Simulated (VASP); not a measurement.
# Quasiparticle energies of GaN in VASP, part 2 of 3

Wanted: how far GW moves the Kohn-Sham levels of GaN. The cell is of the zinc-blende type, one of the forms listed for this formula, which need not be the common one. The start is a computed cell from the Materials Project.

VASP 6.6.1, plane waves and PAW; the level of theory is named at each step.

So far. Step 2 (Ground state, k-mesh 4×4×4): The cell has a gap of 1.70 eV on mesh and path and a pressure of +3.5 GPa, which holds the misfit of the given cell and coordinates with this functional, and any error of cutoff, mesh and data sets. Spin-orbit coupling is left out, which can shift or reorder these edges. Step 3 (Empty bands, k-mesh 4×4×4): WAVECAR now holds 56 bands for 18 electrons. Its independent-particle dielectric tensor has xx, yy, zz = 10.2, 10.2, 10.2 on this mesh.

**4. G0W0, k-mesh 4×4×4**

This step: G0W0 on PBE; plane waves and PAW (Ga_d_GW, N_GW) (VASP 6.6.1).

One pass of GW corrects the levels to first order, with G and W from the starting orbitals.

Input file INCAR:

```
SYSTEM = GaN
PREC = Accurate
ENCUT = 450
ISMEAR = 0
SIGMA = 0.01
LREAL = .FALSE.
GGA = PE
NBANDS = 56
ALGO = EVGW0
NELMGW = 1
ENCUTGW = 100
NOMEGA = 48
PRECFOCK = Fast
NBANDSGW = 24
LWAVE = .FALSE.
LCHARG = .FALSE.
```

Input file POSCAR:

```
GaN
1.0
    0.0000000000      2.2535006075      2.2535006075
    2.2535006075      0.0000000000      2.2535006075
    2.2535006075      2.2535006075      0.0000000000
Ga N
1 1
Direct
    0.0000000000      0.0000000000      0.0000000000
    0.7500000000      0.7500000000      0.7500000000
```

Input file KPOINTS:

```
Automatic mesh
0
Gamma
4 4 4
0 0 0
```

PAW data sets: Ga_d_GW and N_GW (PBE family, release 64).

Started as:

```sh
$ mpirun -np 8 vasp_std
```

The program printed:

```text
[banner, memory and clock lines left out]
running    8 mpi-ranks, on    1 nodes
 distrk:  each k-point on    8 cores,    1 groups
 distr:  one band on    1 cores,    8 groups

 POSCAR found type information on POSCAR GaN
 POSCAR found :  2 types and       2 ions
 [... a notice as in an earlier step ...]

|                                                                             |
|           W    W    AA    RRRRR   N    N  II  N    N   GGGG   !!!           |
|           W    W   A  A   R    R  NN   N  II  NN   N  G    G  !!!           |
|           W    W  A    A  R    R  N N  N  II  N N  N  G       !!!           |
|           W WW W  AAAAAA  RRRRR   N  N N  II  N  N N  G  GGG   !            |
|           WW  WW  A    A  R   R   N   NN  II  N   NN  G    G                |
|           W    W  A    A  R    R  N    N  II  N    N   GGGG   !!!           |
|                                                                             |
|     The default for ENCUTGWSOFT is different in this version of VASP.       |
|     please manually set ENCUTGWSOFT =100 in the INCAR file.                 |
|                                                                             |

 LDA part: xc-table for (Slater+PW92), standard interpolation
 found WAVECAR, reading the header
 POSCAR, INCAR and KPOINTS ok, starting setup
 FFT: planning ... GRIDC
 FFT: planning ... GRID_SOFT
 FFT: planning ... GRID
 reading WAVECAR
 the WAVECAR file was read successfully
 initial charge from wavefunction
 available memory per node:     61.54 GB, setting MAXMEM to     63016

 The Fermi energy was updated, please check that it is located mid-gap
 values below the HOMO (VB) or above the LUMO (CB) will cause erroneous energies
 E-fermi :   5.9930

 calculate exact exchange contribution
 the WAVEDER file was read successfully
energies w=
    0.000    0.000    0.748    0.000    1.493    0.000    2.232    0.000
    2.962    0.000    3.682    0.000    4.390    0.000    5.086    0.000
    5.769    0.000    6.439    0.000    7.097    0.000    7.744    0.000
    8.382    0.000    9.013    0.000    9.638    0.000   10.259    0.000
   10.879    0.000   11.501    0.000   12.127    0.000   12.759    0.000
   13.402    0.000   14.058    0.000   14.732    0.000   15.427    0.000
   16.149    0.000   16.903    0.000   17.696    0.000   18.535    0.000
   19.428    0.000   20.388    0.000   21.425    0.000   22.556    0.000
   23.801    0.000   25.183    0.000   26.735    0.000   28.496    0.000
   30.520    0.000   32.879    0.000   35.671    0.000   39.037    0.000
   43.183    0.000   48.418    0.000   55.243    0.000   64.506    0.000
   77.782    0.000   98.348    0.000  134.358    0.000  213.262    0.000
 responsefunction array rank=      64
 LDA part: xc-table for (Slater+PW92), standard interpolation

 min. memory requirement per mpi rank     59.3 MB, per node    474.2 MB

 allocating   6 responsefunctions rank=    64
 shmem allocating  48 responsefunctions rank=    64
 response function shared by NCSHMEM nodes    1
 Doing            6  frequencies on each core in blocks of           48
NQ=   1    0.0000    0.0000    0.0000,
|.........|.........|.........|.........|.........|.........|.........|.........
 performed         75000 updates of chi_q(r,r)
 total number of BLAS operations          2.11 Gflops
NQ=   2    0.2500    0.0000    0.0000,
|.........|.........|.........|.........|.........|.........|.........|.........
 performed        225000 updates of chi_q(r,r)
 total number of BLAS operations          5.76 Gflops
NQ=   3    0.5000    0.0000    0.0000,
|.........|.........|.........|.........|.........|.........|.........|.........
 performed        354000 updates of chi_q(r,r)
 total number of BLAS operations          8.56 Gflops
NQ=   4    0.2500    0.2500    0.0000,
|.........|.........|.........|.........|.........|.........|.........|.........
 performed        504000 updates of chi_q(r,r)
 total number of BLAS operations         11.82 Gflops
NQ=   5    0.5000    0.2500    0.0000,
|.........|.........|.........|.........|.........|.........|.........|.........
 performed        714000 updates of chi_q(r,r)
 total number of BLAS operations         16.02 Gflops
NQ=   6   -0.2500    0.2500    0.0000,
|.........|.........|.........|.........|.........|.........|.........|.........
 performed        902000 updates of chi_q(r,r)
 total number of BLAS operations         20.92 Gflops
NQ=   7    0.5000    0.5000    0.0000,
|.........|.........|.........|.........|.........|.........|.........|.........
 performed       1015000 updates of chi_q(r,r)
 total number of BLAS operations         23.01 Gflops
NQ=   8   -0.2500    0.5000    0.2500,
|.........|.........|.........|.........|.........|.........|.........|.........
 performed       1160000 updates of chi_q(r,r)
 total number of BLAS operations         26.66 Gflops
 resolving degeneracies of screened two electron integrals

 calculate QP shifts <psi_nk| G(iteration)W_0 |psi_nk>: iteration 1
 entering main loop
```

Run time: 8.8 s. Hardware: 8 MPI ranks of Intel Xeon Platinum 8488C (Sapphire Rapids), shared host; peak memory 0.95 GiB.

OUTCAR, selected parts (step 4):

```text
The static configuration has the point symmetry T_d .

 Found      8 irreducible k-points:

   k-points           NKPTS =      8   k-points in BZ     NKDIM =     64   number of bands    NBANDS=     56

   NELECT =      18.0000    total number of electrons

 E-fermi :   5.9930

 QP shifts <psi_nk| G(iteration)W_0 |psi_nk>: iteration 1
 for sc-GW calculations column KS-energies equals QP-energies in previous step
 and V_xc(KS)=  KS-energies - (<T + V_ion + V_H > + <T+V_H+V_ion>^1  + <V_x>^1)
 k-point   1 :       0.0000    0.0000    0.0000
  band No.  KS-energies  QP-energies   sigma(KS)   V_xc(KS)     V^pw_x(r,r')   Z            occupation Imag(sigma)
    ...
      6      -8.0792     -11.3906     -26.3625     -21.8068     -35.1914       0.7269       2.0000       0.2031
      7       5.1406       4.8418     -18.1245     -17.7294     -21.5295       0.7562       2.0000       0.1077
      8       5.1406       4.8418     -18.1245     -17.7294     -21.5295       0.7562       2.0000       0.1077
      9       5.1406       4.8418     -18.1245     -17.7294     -21.5295       0.7562       2.0000       0.1077
     10       6.8453       7.5580     -12.4506     -13.3575      -8.7499       0.7859       0.0000      -0.0917
     11      15.3934      16.1843     -10.4135     -11.4239      -5.3195       0.7828       0.0000      -0.1542
     12      15.3934      16.1843     -10.4135     -11.4239      -5.3195       0.7828       0.0000      -0.1542
     13      15.3934      16.1843     -10.4135     -11.4239      -5.3195       0.7828       0.0000      -0.1542
    ...

 k-point   2 :       0.2500    0.0000    0.0000
  band No.  KS-energies  QP-energies   sigma(KS)   V_xc(KS)     V^pw_x(r,r')   Z            occupation Imag(sigma)
    ...
      6      -8.0177     -10.8868     -24.4038     -20.4368     -33.0106       0.7232       2.0000       0.3598
      7       1.2679       0.5950     -16.0617     -15.1516     -19.9361       0.7394       2.0000       0.1578
      8       4.6193       4.2647     -17.6908     -17.2217     -21.1445       0.7559       2.0000       0.1096
      9       4.6193       4.2647     -17.6908     -17.2217     -21.1445       0.7559       2.0000       0.1096
     10       9.1848      10.0349     -12.5953     -13.6880      -8.5462       0.7779       0.0000      -0.1054
     11      13.8967      14.8064     -11.6392     -12.8257      -6.6529       0.7667       0.0000      -0.1564
     12      15.8510      16.6377     -10.6483     -11.6619      -5.4303       0.7762       0.0000      -0.1771
     13      15.8510      16.6377     -10.6483     -11.6619      -5.4303       0.7762       0.0000      -0.1771
    ...

 k-point   3 :       0.5000    0.0000    0.0000
  band No.  KS-energies  QP-energies   sigma(KS)   V_xc(KS)     V^pw_x(r,r')   Z            occupation Imag(sigma)
    ...
      6      -6.8008      -9.1227     -23.1291     -19.9090     -31.4122       0.7211       2.0000       0.4487
      7      -1.9214      -2.6835     -14.0372     -12.9728     -18.6141       0.7160       2.0000       0.3191
      8       4.1709       3.7762     -17.3740     -16.8498     -20.8972       0.7531       2.0000       0.1157
      9       4.1709       3.7762     -17.3740     -16.8498     -20.8972       0.7531       2.0000       0.1157
     10       9.7499      10.5604     -11.5326     -12.5594      -7.2095       0.7893       0.0000      -0.1102
     11      13.8566      14.8043     -12.8186     -14.0994      -7.5298       0.7399       0.0000      -0.1865
     12      15.4497      16.1211     -10.5109     -11.3706      -5.4401       0.7809       0.0000      -0.1689
     13      15.4497      16.1211     -10.5109     -11.3706      -5.4401       0.7809       0.0000      -0.1689
    ...

[... 7 parts as in an earlier step ...]

[... 5 further parts left out ...]
```

This step gave:

| Quantity | Value |
| --- | --- |
| quasiparticle gap on the mesh | 2.716 eV |
| smallest direct quasiparticle gap on the mesh | 2.716 eV |
| gap of the starting orbitals on the mesh | 1.705 eV |

GW takes the gap from 1.705 to 2.716 eV. Spin-orbit coupling is left out. The value holds for 56 bands, ENCUTGW = 100 eV and this mesh, and isn't shown to be converged in them.

**5. Ground state, k-mesh 6×6×6**

This step: PBE; plane waves and PAW (Ga_d_GW, N_GW) (VASP 6.6.1).

The orbitals come from a self-consistent PBE run. EDIFF is tight for accurate orbitals, and a narrow smearing avoids fractional occupations.

Input file INCAR:

```
SYSTEM = GaN
PREC = Accurate
ENCUT = 450
EDIFF = 1E-08
NELM = 100
ISMEAR = 0
SIGMA = 0.01
LREAL = .FALSE.
ALGO = Normal
GGA = PE
NBANDS = 15
LORBIT = 11
LWAVE = .TRUE.
LCHARG = .FALSE.
KPAR = 8
```

POSCAR is that of step 4.

Input file KPOINTS:

```
Automatic mesh
0
Gamma
6 6 6
0 0 0
```

Started as:

```sh
$ mpirun -np 8 vasp_std
```

The program printed:

```text
[banner, memory and clock lines left out]
running    8 mpi-ranks, on    1 nodes
[...]
[... a notice as in an earlier step ...]

 LDA part: xc-table for (Slater+PW92), standard interpolation
 POSCAR, INCAR and KPOINTS ok, starting setup
[...]
entering main loop
       N       E                     dE             d eps       ncg     rms          rms(c)
DAV:   1     0.133275716161E+03    0.13328E+03   -0.10460E+04   512   0.172E+03
DAV:   2    -0.467322059083E+01   -0.13795E+03   -0.13111E+03   557   0.389E+02
DAV:   3    -0.139639678381E+02   -0.92907E+01   -0.92406E+01   592   0.108E+02
DAV:   4    -0.141276028191E+02   -0.16363E+00   -0.16361E+00   593   0.162E+01
[...]
DAV:  12    -0.121252376085E+02   -0.16030E-05   -0.74257E-06   529   0.321E-02    0.312E-03
DAV:  13    -0.121252374449E+02    0.16364E-06   -0.54665E-07   720   0.105E-02    0.367E-04
DAV:  14    -0.121252374473E+02   -0.24525E-08   -0.21138E-08   521   0.218E-03
   1 F= -.12125237E+02 E0= -.12125237E+02  d E =-.121979E-13
 writing wavefunctions
```

Wall time 4.2 s (8 MPI ranks); peak memory 1 GiB; 8.8 s of CPU time.

From OUTCAR (step 5):

```text
  Total        0.4962131      0.4962131      0.4962131     -0.0000000     -0.0000000     -0.0000000
  in kB       34.7356783     34.7356783     34.7356783     -0.0000000     -0.0000000     -0.0000000
  external PRESSURE =      34.7356783 kB  Pullay stress =       0.0000000 kB

 POSITION                                       TOTAL-FORCE (eV/Angst)
 -----------------------------------------------------------------------------------
      0.00000      0.00000      0.00000        -0.000000     -0.000000     -0.000000
      3.38025      3.38025      3.38025         0.000000      0.000000      0.000000
 -----------------------------------------------------------------------------------
    total drift:                               -0.000016     -0.000016     -0.000016

  FREE ENERGIE OF THE ION-ELECTRON SYSTEM (eV)
  ---------------------------------------------------
  free  energy   TOTEN  =       -12.1252374473 eV

  energy  without entropy=      -12.1252374473  energy(sigma->0) =      -12.12523745

[... 1 part as in an earlier step ...]

[... 2 further parts left out ...]
[key lines of the parts left out:]
E-fermi :   5.1453
```

The cell has a gap of 1.72 eV on this mesh and a pressure of +3.5 GPa, which holds the misfit of the given cell and coordinates with this functional, and any error of cutoff, mesh and data sets. Spin-orbit coupling is left out, which can shift or reorder these edges.

**6. Empty bands, k-mesh 6×6×6**

The empty bands are made again, for the run that follows.

Input file INCAR:

```
SYSTEM = GaN
PREC = Accurate
ENCUT = 450
ISMEAR = 0
SIGMA = 0.01
LREAL = .FALSE.
GGA = PE
NBANDS = 56
ALGO = Exact
NELM = 1
LWAVE = .TRUE.
LCHARG = .FALSE.
LOPTICS = .TRUE.
NEDOS = 1000
CSHIFT = 0.1
```

POSCAR is that of step 5.

KPOINTS is that of step 5.

Started as:

```sh
$ mpirun -np 8 vasp_std
```

The program printed:

```text
[... set-up lines as in an earlier step ...]
 entering main loop
       N       E                     dE             d eps       ncg     rms          rms(c)
DIA:   1    -0.121252374665E+02   -0.12125E+02    0.00000E+00     0   0.000E+00
   1 F= -.12125237E+02 E0= -.12125237E+02  d E =-.156233E-18
 writing wavefunctions
 optical routines
 imaginary and real dielectric function
 recalculating local potential from charge density
 direction            1
 direction            2
 direction            3
```

Elapsed: 4.8 s, on 8 MPI ranks; peak memory 0.87 GiB; 14 s of CPU time.

OUTCAR, selected parts (step 6):

```text
  Total        0.4964145      0.4964145      0.4964145      0.0000000      0.0000000      0.0000000
  in kB       34.7497782     34.7497782     34.7497782      0.0000000      0.0000000      0.0000000
  external PRESSURE =      34.7497782 kB  Pullay stress =       0.0000000 kB

  FREE ENERGIE OF THE ION-ELECTRON SYSTEM (eV)
  ---------------------------------------------------
  free  energy   TOTEN  =       -12.1252374665 eV

  energy  without entropy=      -12.1252374665  energy(sigma->0) =      -12.12523747

[... 2 parts as in an earlier step ...]

[... 2 further parts left out ...]
[key lines of the parts left out:]
E-fermi :   5.1560
```

**7. G0W0, k-mesh 6×6×6**

This step: G0W0 on PBE; plane waves and PAW (Ga_d_GW, N_GW) (VASP 6.6.1).

The mesh goes to 6×6×6.

Input file INCAR:

```
SYSTEM = GaN
PREC = Accurate
ENCUT = 450
ISMEAR = 0
SIGMA = 0.01
LREAL = .FALSE.
GGA = PE
NBANDS = 56
ALGO = EVGW0
NELMGW = 1
ENCUTGW = 100
NOMEGA = 48
PRECFOCK = Fast
NBANDSGW = 24
LWAVE = .FALSE.
LCHARG = .FALSE.
```

POSCAR is that of step 6.

KPOINTS is that of step 6.

Started as:

```sh
$ mpirun -np 8 vasp_std
```

The program printed:

```text
[banner, memory and clock lines left out]
running    8 mpi-ranks, on    1 nodes
[...]
[... a notice as in an earlier step ...]

 [... a notice as in an earlier step ...]

 LDA part: xc-table for (Slater+PW92), standard interpolation
 found WAVECAR, reading the header
 POSCAR, INCAR and KPOINTS ok, starting setup
[...]
reading WAVECAR
 the WAVECAR file was read successfully
 initial charge from wavefunction
 available memory per node:     61.36 GB, setting MAXMEM to     62834

 The Fermi energy was updated, please check that it is located mid-gap
 values below the HOMO (VB) or above the LUMO (CB) will cause erroneous energies
 E-fermi :   5.9591

 calculate exact exchange contribution
 the WAVEDER file was read successfully
energies w=
    0.000    0.000    0.757    0.000    1.511    0.000    2.258    0.000
    2.997    0.000    3.726    0.000    4.443    0.000    5.147    0.000
    5.837    0.000    6.515    0.000    7.181    0.000    7.836    0.000
[...]
total number of BLAS operations        121.44 Gflops
NQ=  12   -0.3333    0.3333    0.0000,
|.........|.........|.........|.........|.........|.........|.........|.........
 performed       5863000 updates of chi_q(r,r)
 total number of BLAS operations        133.42 Gflops
NQ=  13    0.5000    0.5000    0.0000,
|.........|.........|.........|.........|.........|.........|.........|.........
 performed       6169000 updates of chi_q(r,r)
 total number of BLAS operations        139.06 Gflops
NQ=  14    0.5000    0.3333    0.1667,
|.........|.........|.........|.........|.........|.........|.........|.........
 performed       6889000 updates of chi_q(r,r)
 total number of BLAS operations        152.34 Gflops
NQ=  15   -0.3333    0.3333    0.1667,
|.........|.........|.........|.........|.........|.........|.........|.........
 performed       7566000 updates of chi_q(r,r)
 total number of BLAS operations        165.89 Gflops
NQ=  16   -0.3333    0.5000    0.1667,
|.........|.........|.........|.........|.........|.........|.........|.........
 performed       8122000 updates of chi_q(r,r)
 total number of BLAS operations        178.87 Gflops
 resolving degeneracies of screened two electron integrals

 calculate QP shifts <psi_nk| G(iteration)W_0 |psi_nk>: iteration 1
 entering main loop
```

The job ended after 38 s (8 MPI ranks; peak memory 1.3 GiB; 4.6 min of CPU time).

OUTCAR, selected parts (step 7):

```text
 QP shifts <psi_nk| G(iteration)W_0 |psi_nk>: iteration 1
 for sc-GW calculations column KS-energies equals QP-energies in previous step
 and V_xc(KS)=  KS-energies - (<T + V_ion + V_H > + <T+V_H+V_ion>^1  + <V_x>^1)
 k-point   1 :       0.0000    0.0000    0.0000
  band No.  KS-energies  QP-energies   sigma(KS)   V_xc(KS)     V^pw_x(r,r')   Z            occupation Imag(sigma)
    ...
      6      -8.0769     -11.4958     -26.4520     -21.8074     -35.1863       0.7361       2.0000       0.1917
      7       5.0978       4.7589     -18.1733     -17.7320     -21.3412       0.7678       2.0000       0.0885
      8       5.0978       4.7589     -18.1733     -17.7320     -21.3412       0.7678       2.0000       0.0885
      9       5.0978       4.7589     -18.1733     -17.7320     -21.3412       0.7678       2.0000       0.0885
     10       6.8203       7.5765     -12.4158     -13.3584      -9.0917       0.8022       0.0000      -0.0717
     11      15.3897      16.2629     -10.3300     -11.4287      -5.3700       0.7947       0.0000      -0.1418
     12      15.3897      16.2629     -10.3300     -11.4287      -5.3700       0.7947       0.0000      -0.1418
     13      15.3897      16.2629     -10.3300     -11.4287      -5.3700       0.7947       0.0000      -0.1418
    ...

[... 1 part as in an earlier step ...]

[... 2 further parts left out ...]
[key lines of the parts left out:]
E-fermi :   5.9591
```

The gap is now 2.818 eV, +101 meV against the GW run before. Spin-orbit coupling is left out.

**8. Ground state, k-mesh 8×8×8**

This step: PBE; plane waves and PAW (Ga_d_GW, N_GW) (VASP 6.6.1).

The comparison at this point.

Input file INCAR:

```
SYSTEM = GaN
PREC = Accurate
ENCUT = 450
EDIFF = 1E-08
NELM = 100
ISMEAR = 0
SIGMA = 0.01
LREAL = .FALSE.
ALGO = Normal
GGA = PE
NBANDS = 15
LORBIT = 11
LWAVE = .TRUE.
LCHARG = .FALSE.
KPAR = 8
```

POSCAR is that of step 7.

Input file KPOINTS:

```
Automatic mesh
0
Gamma
8 8 8
0 0 0
```

Started as:

```sh
$ mpirun -np 8 vasp_std
```

The program printed:

```text
[... set-up lines as in an earlier step ...]
 entering main loop
       N       E                     dE             d eps       ncg     rms          rms(c)
DAV:   1     0.118395189681E+03    0.11840E+03   -0.10498E+04   965   0.176E+03
DAV:   2    -0.578419638007E+01   -0.12418E+03   -0.11832E+03   933   0.366E+02
DAV:   3    -0.139923376614E+02   -0.82081E+01   -0.81555E+01  1164   0.106E+02
DAV:   4    -0.141285688508E+02   -0.13623E+00   -0.13620E+00   962   0.150E+01
[...]
DAV:  12    -0.121288785794E+02   -0.16160E-05   -0.76748E-06  1017   0.336E-02    0.315E-03
DAV:  13    -0.121288784092E+02    0.17026E-06   -0.55015E-07  1313   0.100E-02    0.372E-04
DAV:  14    -0.121288784140E+02   -0.48149E-08   -0.19860E-08   904   0.213E-03
   1 F= -.12128878E+02 E0= -.12128878E+02  d E =-.560737E-61
 writing wavefunctions
```

It took 4.2 s on 8 MPI ranks; peak memory 1.1 GiB; 11 s of CPU time.

From OUTCAR (step 8):

```text
  Total        0.4984504      0.4984504      0.4984504      0.0000000      0.0000000      0.0000000
  in kB       34.8922942     34.8922942     34.8922942      0.0000000      0.0000000      0.0000000
  external PRESSURE =      34.8922942 kB  Pullay stress =       0.0000000 kB

  FREE ENERGIE OF THE ION-ELECTRON SYSTEM (eV)
  ---------------------------------------------------
  free  energy   TOTEN  =       -12.1288784140 eV

  energy  without entropy=      -12.1288784140  energy(sigma->0) =      -12.12887841

[... 2 parts as in an earlier step ...]

[... 2 further parts left out ...]
[key lines of the parts left out:]
E-fermi :   5.2077
```

The cell has a gap of 1.72 eV on this mesh and a pressure of +3.5 GPa, which holds the misfit of the given cell and coordinates with this functional, and any error of cutoff, mesh and data sets. Spin-orbit coupling is left out, which can shift or reorder these edges.

(Part 2 of 3 ends here.)

[Lines on the potential files, build, host, timing and source positions are cut from VASP's logs without a mark.]

[Logs are printed without paths, hosts, clocks, repeated set-up lines and the standing remarks that a program may print on its own settings, such as how far it seeks lower states.]

[Hosts, paths, dates, database ids (printed as entryN), source tags and the programs' standing remarks are cut or masked in the printed files.]

[Pressures printed for these runs are not shown converged in the cutoff: they can be off by several GPa and have the wrong sign.]

[In band tables of VASP the shares of atoms and orbitals are scaled to a sum of 1 inside the atoms' spheres.]
